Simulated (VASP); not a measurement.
# Y2C in VASP: notebook

The runs below take Y2C through single point, with PBEsol.

Everything below comes from runs of VASP 6.6.1. Logs are shortened: lines on timing, memory, paths and dates and some standing lists are left out, and cuts for length are marked.

### Step 1. The slab as given

The cell holds a slab with vacuum, 6 atoms: a = 3.625 Å, b = 3.625 Å, c = 12.697 Å, α = 90.00°, β = 90.00°, γ = 120.00°.

### Step 2. Single point, PBEsol

INCAR reads:

```
  PREC = Accurate
  ENCUT = 460
  EDIFF = 1E-7
  ISMEAR = 1
  SIGMA = 0.1
  LREAL = F
  LASPH = T
  NELM = 120
  ALGO = Normal
  ISIF = 2
  LWAVE = F
  LCHARG = F
  LDIPOL = T
  IDIPOL = 3
  DIPOL = 0.5 0.5 0.500
  GGA = PS
  NBANDS = 40
  LVHAR = T
  LVACPOTAV = T
```

KPOINTS reads:

```
Automatic mesh
0
Gamma
  13 13 1
```

POSCAR reads:

```
Y2C
1.0
    3.6248384738      0.0000000000      0.0000000000
   -1.8124192369      3.1392022029      0.0000000000
    0.0000000000      0.0000000000     12.6970909600
Y C
4 2
Direct
    0.0000000000      0.0000000000      0.1575163954
    0.3333333333      0.6666666667      0.3708795168
    0.6666666667      0.3333333333      0.6291204832
    0.0000000000      0.0000000000      0.8424836046
    0.6666666667      0.3333333333      0.2641979561
    0.3333333333      0.6666666667      0.7358020439
```

Potentials or basis: VASP PAW PBE potentials, release 64 (Y_sv, C).

Command:

```console
> cat potpaw_PBE.64/Y_sv/POTCAR potpaw_PBE.64/C/POTCAR > POTCAR
> mpirun -np 1 vasp_std > vasp.out
```

OUTCAR:

```text
PREC = Accurate
   ENCUT = 460
   EDIFF = 1E-7
   ISMEAR = 1
   LREAL = F
   LASPH = T
   NELM = 120
   ISIF = 2
   GGA = PS

 Found     21 irreducible k-points:

 Following reciprocal coordinates:
            Coordinates               Weight
  0.000000  0.000000  0.000000      1.000000
  0.076923 -0.000000  0.000000      6.000000
  0.153846 -0.000000  0.000000      6.000000
  0.230769 -0.000000  0.000000      6.000000
  0.307692 -0.000000  0.000000      6.000000
  0.384615 -0.000000  0.000000      6.000000
   k-points           NKPTS =     21   k-points in BZ     NKDIM =     21   number of bands    NBANDS=     40
   number of dos      NEDOS =    301   number of ions     NIONS =      6
   total plane-waves  NPLWV =  70560
   dimension x,y,z NGX =    28 NGY =   28 NGZ =   90
   dimension x,y,z NGXF=    56 NGYF=   56 NGZF=  180
   ions per type =               4   2
   NGX,Y,Z   is equivalent  to a cutoff of  12.84, 12.84, 11.78 a.u.
   NGXF,Y,Z  is equivalent  to a cutoff of  25.68, 25.68, 23.57 a.u.
 SYSTEM =  unknown system
   PREC   = accura    normal or accurate (medium, high low for compatibility)
   ISTART =      0    job   : 0-new  1-cont  2-samecut
   ICHARG =      2    charge: 1-file 2-atom 10-const
   ISPIN  =      1    spin polarized calculation?
   LNONCOLLINEAR =      F non collinear calculations
   LSORBIT =      F    spin-orbit coupling
   LASPH  =      T    aspherical Exc in radial PAW
   ENCUT  =  460.0 eV  33.81 Ry    5.81 a.u.   6.34  6.34 22.20*2*pi/ulx,y,z
   NELM   =    120;   NELMIN=  2; NELMDL= -5     # of ELM steps
   EDIFF  = 0.1E-06   stopping-criterion for ELM
   LREAL  =      F    real-space projection
   EDIFFG = 0.1E-05   stopping-criterion for IOM
   NSW    =      0    number of steps for IOM
   IBRION =     -1    ionic relax: 0-MD 1-quasi-New 2-CG
   NFREE  =      0    steps in history (QN), initial steepest desc. (CG)
   ISIF   =      2    stress and relaxation
   ISYM   =      2    0-nonsym 1-usesym 2-fastsym
   POTIM  = 0.5000    time-step for ionic-motion
   TEBEG  =    0.0;   TEEND  =   0.0 temperature during run
   PSTRESS=    0.0 pullay stress
   NELECT =      52.0000    total number of electrons
   NUPDOWN=      -1.0000    fix difference up-down
   EMIN   =  10.00;   EMAX   =-10.00  energy-range for DOS
   EFERMI =   0.00;   METHOD = LEGACY
   ISMEAR =     1;   SIGMA  =   0.10  broadening in eV -4-tet -1-fermi 0-gaus
   EFERMI_NEDOS =   21; number of points for ismear=-14 and -15
   IALGO  =     38    algorithm
   IMIX   =      4    mixing-type and parameters
     AMIX     =   0.40;   BMIX     =  1.00
     AMIX_MAG =   1.60;   BMIX_MAG =  1.00
  volume/ion in A,a.u.               =      24.08       162.50
  Fermi-wavevector in a.u.,A,eV,Ry     =   1.164497  2.200581 18.450240  1.356054
  Thomas-Fermi vector in A             =   2.301035
   LORBIT       =      0    0 simple, 1 ext, 2 COOP (PROOUT), +10 PAW based schemes
   GGA     = PS    functional components
   LHFCALC =     F    Hartree Fock is set to
   AEXX    =    0.0000 exact exchange contribution
   IVDW    =     0    specifies the selected vdW correction
   LEPSILON=     F    determine dielectric tensor
   LRPA    =     F    only Hartree local field effects (RPA)
 non-spin polarized calculation
 Methfessel and Paxton  Order N= 1 SIGMA  =   0.10
  energy-cutoff  :      460.00
  volume of cell :      144.48
 maximum number of plane-waves:      3255
 NGX is ok and might be reduce to    28
   NGX = 13   NGY = 13   NGZ = 45

 dipolmoment           0.000000      0.000000      0.000000 electrons x Angstroem

 number of electron      51.9999999 magnetization

 dipolmoment           0.000000      0.000000     -0.000000 electrons x Angstroem

 Free energy of the ion-electron system (eV)
  ---------------------------------------------------
  ext. energy  EPLUGINS =         0.00000000
  ---------------------------------------------------
  free energy    TOTEN  =       -48.26196326 eV

  energy without entropy =      -48.26511440  energy(sigma->0) =      -48.26301364

 E-fermi :   2.9228     XC(G=0):  -9.6827

 val. band max:        2.8843364748   @ k =   0.4615   0.0769   0.0000
 cond. band min:       2.9423375080   @ k =   0.3077   0.3077   0.0000
 fundamental gap:      0.0580010333
 Fermi energy:         2.9228460094

 k-point     1 :       0.0000    0.0000    0.0000
  band No.  band energies     occupation
      1     -39.2416      2.00000
      2     -39.2387      2.00000
      3     -38.9815      2.00000
      4     -38.9697      2.00000
      5     -19.5201      2.00000
      6     -19.4455      2.00000
      7     -19.0833      2.00000
      8     -19.0833      2.00000
      9     -19.0799      2.00000
     10     -19.0799      2.00000
     11     -19.0060      2.00000
     12     -18.8814      2.00000
     13     -18.8306      2.00000
     14     -18.8306      2.00000
     15     -18.8166      2.00000
     16     -18.8166      2.00000
     17      -6.2607      2.00000
     18      -6.1642      2.00000
     19      -1.0166      2.00000
     20      -0.5150      2.00000
     21       1.0053      2.00000
     22       1.5973      2.00000
     23       1.5973      2.00000
     24       1.6298      2.00000
     25       1.6298      2.00000
     26       2.1129      2.00000
     27       3.7763     -0.00000
     28       4.7595     -0.00000
     29       5.0122      0.00000
     30       5.0122      0.00000
     31       5.1388      0.00000
     32       5.1388      0.00000
     33       6.2632      0.00000
     34       6.4794      0.00000
     35       6.4794      0.00000
     36       6.6470      0.00000
     37       6.6470      0.00000
     38       6.9984      0.00000

 k-point     2 :       0.0769   -0.0000    0.0000
  band No.  band energies     occupation
      1     -39.2390      2.00000
      2     -39.2362      2.00000
      3     -38.9792      2.00000
      4     -38.9677      2.00000
      5     -19.5124      2.00000
      6     -19.4408      2.00000
      7     -19.1163      2.00000
      8     -19.1088      2.00000
      9     -19.0901      2.00000
     10     -19.0866      2.00000
     11     -19.0001      2.00000
     12     -18.8803      2.00000
     13     -18.8541      2.00000
     14     -18.8403      2.00000
     15     -18.8361      2.00000
     16     -18.8213      2.00000
     17      -6.2109      2.00000
     18      -6.1226      2.00000
     19      -0.8970      2.00000
     20      -0.4000      2.00000
     21       0.7809      2.00000
     22       1.4532      2.00000
     23       1.6209      2.00000
     24       1.6509      2.00000
     25       1.7788      2.00000
     26       2.1337      2.00000
     27       3.8777     -0.00000
     28       4.7511     -0.00000
     29       4.7959     -0.00000
     30       4.8391     -0.00000
     31       5.0995      0.00000
     32       5.2384      0.00000
     33       5.8483      0.00000
     34       6.2680      0.00000
     35       6.2939      0.00000
     36       6.5826      0.00000
     37       6.7442      0.00000
     38       7.0868      0.00000

 k-point     3 :       0.1538   -0.0000    0.0000
  band No.  band energies     occupation
      1     -39.2320      2.00000
      2     -39.2292      2.00000
      3     -38.9727      2.00000
      4     -38.9620      2.00000
      5     -19.4919      2.00000
      6     -19.4297      2.00000
      7     -19.1953      2.00000
      8     -19.1844      2.00000
      9     -19.1088      2.00000
     10     -19.1050      2.00000
     11     -18.9991      2.00000
     12     -18.9175      2.00000
     13     -18.9004      2.00000
     14     -18.8798      2.00000
     15     -18.8512      2.00000
     16     -18.8343      2.00000
     17      -6.0794      2.00000
     18      -6.0126      2.00000
     19      -0.5669      2.00000
     20      -0.0911      2.00000
     21       0.4557      2.00000
     22       1.0858      2.00000
     23       1.6766      2.00000
     24       1.6971      2.00000
     25       2.0039      2.00000
     26       2.2012      2.00000
     27       3.9643     -0.00000
     28       4.1991     -0.00000
     29       4.3187     -0.00000
     30       4.8669     -0.00000
     31       5.2630      0.00000
     32       5.3400      0.00000
     33       5.5018      0.00000
     34       5.9871      0.00000
     35       6.1835      0.00000
     36       6.7053      0.00000
     37       6.7507      0.00000
     38       7.2803      0.00000

 k-point     4 :       0.2308   -0.0000    0.0000
  band No.  band energies     occupation
      1     -39.2221      2.00000
      2     -39.2193      2.00000
      3     -38.9635      2.00000
      4     -38.9542      2.00000
      5     -19.4693      2.00000
      6     -19.4250      2.00000
      7     -19.2937      2.00000
      8     -19.2800      2.00000
      9     -19.1350      2.00000
     10     -19.1308      2.00000
     11     -19.0350      2.00000
     12     -18.9945      2.00000
     13     -18.9520      2.00000
     14     -18.8856      2.00000
     15     -18.8723      2.00000
     16     -18.8528      2.00000
     17      -5.9114      2.00000
     18      -5.8720      2.00000
     19      -0.1655      2.00000
     20       0.0865      2.00000
     21       0.4859      2.00000
     22       0.8120      2.00000
     23       1.7288      2.00000
     24       1.7327      2.00000
     25       2.1532      2.00000
     26       2.2752      2.00000
     27       3.5044     -0.00000
     28       3.6741     -0.00000
     29       4.2543     -0.00000
     30       4.7721     -0.00000
     31       4.9863      0.00000
     32       5.6645      0.00000
     33       5.8454      0.00000
     34       5.8602      0.00000
     35       6.4774      0.00000
     36       6.7182      0.00000
     37       6.9512      0.00000
     38       7.4508      0.00000

 k-point     5 :       0.3077   -0.0000    0.0000
  band No.  band energies     occupation
      1     -39.2115      2.00000
      2     -39.2088      2.00000
      3     -38.9535      2.00000
      4     -38.9460      2.00000
      5     -19.4744      2.00000
      6     -19.4593      2.00000
      7     -19.3719      2.00000
      8     -19.3498      2.00000
      9     -19.1626      2.00000
     10     -19.1579      2.00000
     11     -19.1047      2.00000
     12     -19.0611      2.00000
     13     -18.9649      2.00000
     14     -18.8968      2.00000
     15     -18.8944      2.00000
     16     -18.8727      2.00000
     17      -5.7587      2.00000
     18      -5.7427      2.00000
     19      -0.1074      2.00000
     20       0.0440      2.00000
     21       0.9119      2.00000
     22       0.9782      2.00000
     23       1.7283      2.00000
     24       1.7585      2.00000
     25       2.2686      2.00000
     26       2.3512      2.00000
     27       3.0385     -0.06935
     28       3.2823     -0.00000
     29       4.1934     -0.00000
     30       4.6528     -0.00000
     31       4.9466      0.00000
     32       6.0208      0.00000
     33       6.0403      0.00000
     34       6.2677      0.00000
     35       6.6807      0.00000
     36       7.0861      0.00000
     37       7.4121      0.00000
     38       7.5337      0.00000

 k-point     6 :       0.3846   -0.0000    0.0000
  band No.  band energies     occupation
      1     -39.2028      2.00000
      2     -39.2001      2.00000
      3     -38.9450      2.00000
      4     -38.9394      2.00000
      5     -19.5289      2.00000
      6     -19.5266      2.00000
      7     -19.4004      2.00000
      8     -19.3806      2.00000
      9     -19.1852      2.00000
     10     -19.1801      2.00000
     11     -19.1488      2.00000
     12     -19.0982      2.00000
     13     -18.9694      2.00000
     14     -18.9126      2.00000
     15     -18.9107      2.00000
     16     -18.8892      2.00000
     17      -5.6561      2.00000
     18      -5.6500      2.00000
     19      -0.1759      2.00000
     20      -0.0476      2.00000
     21       1.2457      2.00000
     22       1.3049      2.00000
     23       1.7019      2.00000
     24       1.7595      2.00000
     25       2.4139      2.00000
     26       2.5307      2.00000
     27       2.7330      2.02188
     28       3.0665     -0.06071
     29       4.1033     -0.00000
     30       4.6191     -0.00000
     31       4.9852      0.00000
     32       6.3039      0.00000
     33       6.4475      0.00000
     34       6.6141      0.00000
     35       6.7350      0.00000
     36       7.5792      0.00000
     37       7.5830      0.00000
     38       7.8080      0.00000

 [... further k-points ...]

 [bands above 38 left out]

------------------------ aborting loop because EDIFF is reached ----------------------------------------

  FORCE on cell =-STRESS in cart. coord.  units (eV):
  Direction    XX          YY          ZZ          XY          YZ          ZX
  --------------------------------------------------------------------------------------
  -------------------------------------------------------------------------------------
  Total       -3.9843020     -3.9843020     -3.8976250     -0.0000000     -0.0000000      0.0000000
  in kB      -44.1825372    -44.1825372    -43.2213631     -0.0000000     -0.0000000      0.0000000
  external PRESSURE =     -43.8621459 kB  Pullay stress =       0.0000000 kB

 VOLUME and BASIS-vectors are now :
 -----------------------------------------------------------------------------
  energy-cutoff  :      460.00
  volume of cell :      144.48
      direct lattice vectors                 reciprocal lattice vectors
     3.624838474  0.000000000  0.000000000     0.275874362  0.159276137  0.000000000
    -1.812419237  3.139202203  0.000000000     0.000000000  0.318552274  0.000000000
     0.000000000  0.000000000 12.697090960     0.000000000  0.000000000  0.078758198

 POSITION                                       TOTAL-FORCE (eV/Angst)
 -----------------------------------------------------------------------------------
      0.00000      0.00000      2.00000        -0.000000      0.000000      0.351296
     -0.00000      2.09280      4.70909         0.000000     -0.000000     -0.476479
      1.81242      1.04640      7.98800        -0.000000      0.000000      0.476479
      0.00000      0.00000     10.69709        -0.000000      0.000000     -0.351296
      1.81242      1.04640      3.35455        -0.000000     -0.000000     -0.337823
     -0.00000      2.09280      9.34255         0.000000      0.000000      0.337823
 -----------------------------------------------------------------------------------
    total drift:                                0.000000      0.000000     -0.000000

  FREE ENERGIE OF THE ION-ELECTRON SYSTEM (eV)
  ---------------------------------------------------
  free  energy   TOTEN  =       -48.2619632585 eV

  energy  without entropy=      -48.2651143986  energy(sigma->0) =      -48.26301364
```

Run time: 73 s. Hardware: 1 thread of Intel Xeon 6975P-C (Granite Rapids), shared host; peak memory 0.29 GiB.

The run converged, but some of its settings lie outside the range that counts as converged, so its numbers aren't taken as properties of the slab.

Results:

| Item | Value |
| --- | --- |
| Free energy | -48.2620 eV |
| Largest force | 0.476 eV/Å |
| Band gap on the k mesh | none (metal or under the smearing width) |

Caveat: the cutoff is under 1.25 times the usual one of these potentials, so pressure, stress and relaxed cells hold a basis-set (Pulay) error; the PAW data sets were made with another functional, which shifts forces and pressure a little.

### Step 3. Single point, PBEsol

This run uses another cell than the first one, of 31.67 Å³/atom, 1.315 times its volume.

INCAR is that of step 2.

KPOINTS reads:

```
Automatic mesh
0
Gamma
  11 11 1
```

POSCAR reads:

```
Y2C
1.0
    3.6248384738      0.0000000000      0.0000000000
   -1.8124192369      3.1392022029      0.0000000000
    0.0000000000      0.0000000000     16.6970909600
Y C
4 2
Direct
    0.0000000000      0.0000000000      0.2395626885
    0.3333333333      0.6666666667      0.4018119669
    0.6666666667      0.3333333333      0.5981880331
    0.0000000000      0.0000000000      0.7604373115
    0.6666666667      0.3333333333      0.3206873277
    0.3333333333      0.6666666667      0.6793126723
```

Potentials or basis: VASP PAW PBE potentials, release 64 (Y_sv, C).

Command:

```console
> cat potpaw_PBE.64/Y_sv/POTCAR potpaw_PBE.64/C/POTCAR > POTCAR
> mpirun -np 1 vasp_std > vasp.out
```

Wall time 1.7 min (1 thread of Intel Xeon 6975P-C (Granite Rapids), shared host); peak memory 0.33 GiB.

These settings aren't checked as converged: the numbers below hold their error.

Results:

* Free energy: -47.2682 eV
* Largest force: 0.773 eV/Å
* Band gap on the k mesh: none (metal or under the smearing width)

Caveat: the cutoff is under 1.25 times the usual one of these potentials, so pressure, stress and relaxed cells hold a basis-set (Pulay) error; the PAW data sets were made with another functional, which shifts forces and pressure a little.

### Step 4. Single point, PBEsol

INCAR is that of step 3.

KPOINTS reads:

```
Automatic mesh
0
Gamma
  16 16 1
```

POSCAR reads:

```
Y2C
1.0
    3.6248384738      0.0000000000      0.0000000000
   -1.8124192369      3.1392022029      0.0000000000
    0.0000000000      0.0000000000     12.6970909600
Y C
4 2
Direct
    0.0000000000      0.0000000000      0.1575163954
    0.3333333333      0.6666666667      0.3708795168
    0.6666666667      0.3333333333      0.6291204832
    0.0000000000      0.0000000000      0.8424836046
    0.6666666667      0.3333333333      0.2641979561
    0.3333333333      0.6666666667      0.7358020439
```

Command:

```console
> cat potpaw_PBE.64/Y_sv/POTCAR potpaw_PBE.64/C/POTCAR > POTCAR
> mpirun -np 1 vasp_std > vasp.out
```

Wall time 1.7 min (1 thread of Intel Xeon 6975P-C (Granite Rapids), shared host); peak memory 0.31 GiB.

The run converged, but some of its settings lie outside the range that counts as converged, so its numbers aren't taken as properties of the slab.

Results:

| Property | Result |
| --- | --- |
| Free energy | -48.2594 eV |
| Largest force | 0.465 eV/Å |
| Band gap on the k mesh | none (metal or under the smearing width) |

Caveat: the cutoff is under 1.25 times the usual one of these potentials, so pressure, stress and relaxed cells hold a basis-set (Pulay) error; the PAW data sets were made with another functional, which shifts forces and pressure a little.

(Continued in part 2 of 2.)
